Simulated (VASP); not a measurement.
Consider the following.

```
GaN
1.0
    0.00000     2.24657     2.24657
    2.24657     0.00000     2.24657
    2.24657     2.24657     0.00000
Ga N
1 1
Direct
  0.00000   0.00000   0.00000
  0.25000   0.25000   0.25000
```

All values below come from AM05 GGA, VASP's PBE PAW potentials (set 64) (plane waves; VASP). Run with 520 eV cut-off, Gaussian smearing of 0.050 eV, potentials Ga_d N.

### Question
Give the energies of bands 7 to 11 at the high-symmetry points, in eV from the valence-band maximum.

### Answer

```
band      Γ      X      U      L      W
----  -----  -----  -----  -----  -----
7      0.00  -6.20  -5.95  -7.15  -5.77
8      0.00  -2.76  -4.34  -0.99  -3.77
9      0.00  -2.76  -2.22  -0.99  -3.73
10     1.83   3.29   4.95   4.70   6.18
11    10.28   6.66   7.91   8.73   8.47
```

The gap is direct, 1.83 eV, from the valence maximum at Γ to the conduction minimum at Γ.

The compound is GaN in the zinc blende structure, a metastable form; wurtzite is the usual one. It was relaxed first.
